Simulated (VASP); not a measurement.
Here is the system:

```yaml
crystal:
  lattice:
    - [2.11228, 1.21952, 3.44632]
    - [-2.11228, 1.21952, 3.44632]
    - [0.00000, -2.43905, 3.44632]
  atoms:
    - { symbol: Pb, position: [0.97872, 0.97872, 0.97872] }
    - { symbol: S, position: [0.47688, 0.47688, 0.47688] }
```

Calculation: r2SCAN meta-GGA, VASP's PBE PAW potentials (set 64) (plane waves; VASP). Numerical set-up: 400 eV cut-off, 9×9×9 Γ-centred mesh, tetrahedra with Blöchl corrections, potentials Pb_d S.

Unless said otherwise, spin-orbit coupling is left out, though it shifts the bands of the heavy elements here.

### Question
What does the run give for the energy per atom (σ→0), band gap (over mesh and band path) with the smallest direct gap where there is one?

### Answer

The band gap (over mesh and band path) comes out as 0.70 eV and the smallest direct gap (over mesh and band path) comes out as 0.70 eV. The energy per atom (σ→0) comes out as -32.806 eV/atom.

Total energies compare only between runs with the same potentials, cut-off and functional.

The structure comes from a computed database's PbS entry (R3m); how it stands against other phases isn't given here. It was relaxed first.
